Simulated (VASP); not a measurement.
```xyz
5
Lattice="3.9960 0.0000 0.0000 0.0000 3.9960 0.0000 0.0000 0.0000 3.9960" Properties=species:S:1:pos:R:3 pbc="T T T"
K      0.0000     0.0000     0.0000
Mg     1.9980     1.9980     1.9980
F      1.9980     0.0000     1.9980
F      0.0000     1.9980     1.9980
F      1.9980     1.9980     0.0000
```

Calculation: optB88-vdW, VASP's PBE PAW potentials (set 64) (plane waves; VASP 6.6.1). Settings: 520 eV cut-off, Gaussian smearing of 0.050 eV, potentials K_sv Mg F.

### Question
Give the energies of bands 8 to 17 at the high-symmetry points, in eV from the valence-band maximum.

### Answer

| band | Γ | X | M | R |
|---|---|---|---|---|
| 8 | -2.39 | -2.25 | -3.05 | -3.83 |
| 9 | -2.39 | -2.25 | -2.11 | -1.65 |
| 10 | -2.39 | -2.14 | -1.85 | -1.65 |
| 11 | -0.62 | -1.42 | -1.11 | -1.65 |
| 12 | -0.62 | -0.86 | -1.02 | -1.10 |
| 13 | -0.62 | -0.85 | -1.02 | -1.10 |
| 14 | -0.32 | -0.85 | -0.88 | 0.00 |
| 15 | -0.32 | -0.52 | -0.88 | 0.00 |
| 16 | -0.32 | -0.52 | -0.02 | 0.00 |
| 17 | 7.33 | 10.11 | 10.93 | 10.48 |

The gap is indirect, 7.34 eV, from the valence maximum at R to the conduction minimum at Γ.

Measured: gap 12.40 eV (computed value off by -5.06 eV), as given by M. Sahnoun et al., Materials Chemistry and Physics (2004), doi:10.1016/j.matchemphys.2004.11.019.

The compound is KMgF3 in the cubic perovskite structure. It was relaxed first.
